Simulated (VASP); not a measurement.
```yaml
crystal:
  lattice:
    - [-1.62737, 1.62737, 1.62737]
    - [1.62737, -1.62737, 1.62737]
    - [1.62737, 1.62737, -1.62737]
  atoms:
    - { symbol: W, position: [0.00000, 0.00000, 0.00000] }
```

Method: PW91 GGA, VASP's PBE PAW potentials (set 64) (plane waves; VASP). Run with 520 eV cut-off, 16×16×16 Γ-centred mesh, first-order Methfessel-Paxton smearing of 0.10 eV, potentials W_sv.

### Question
Give the stress tensor in GPa (positive for a compressed cell).

### Answer

```
-16.03    0.00    0.00
  0.00  -16.03    0.00
  0.00    0.00  -16.03
```
The pressure is its mean diagonal, -16.03 GPa.

The compound is W in the bcc structure. This cell is one point of a volume scan, at 1.06 of the reference volume.
